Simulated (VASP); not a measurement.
Computed with r2SCAN+rVV10, VASP's PBE PAW potentials (set 64) (plane waves; VASP).

Gaps are without spin-orbit coupling.

```yaml
volume_per_atom: 35.66 Å^3/atom
band gap (over mesh and band path): 2.33 eV
smallest direct gap (over mesh and band path): 2.33 eV
```

Q: Which relaxed crystal gives these values?
(A) SnSe2, P-3m1 (164)
(B) Ge, Fd-3m (227)
(C) CsPbCl3, Pm-3m (221)
(D) GaSb, F-43m (216)

A: C, CsPbCl3, Pm-3m (221)
